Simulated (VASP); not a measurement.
Input:

```
CdS
1.0
    4.22825     0.00000     0.00000
   -2.11413     3.66178     0.00000
    0.00000     0.00000    14.79937
Cd S
1 1
Direct
  0.66667   0.33333   0.50000
  0.33333   0.66667   0.50000
```

Method: r2SCAN meta-GGA, VASP's PBE PAW potentials (set 64) (plane waves; VASP). Numerical set-up: 400 eV cut-off, 8×8×1 Γ-centred mesh, tetrahedra with Blöchl corrections, potentials Cd S.

The cell holds a wide vacuum, so values per volume refer to the whole cell.

### Question
Predict the energy per atom (σ→0), band gap (over mesh and band path) with the smallest direct gap where there is one.

### Answer

```yaml
band gap (over mesh and band path): 2.13 eV
smallest direct gap (over mesh and band path): 2.13 eV
energy per atom (σ→0): -14.512 eV/atom
```

The absolute energy has meaning only against runs of the same code, potentials and settings.

The cell is a sheet with vacuum, built from a generated structure.
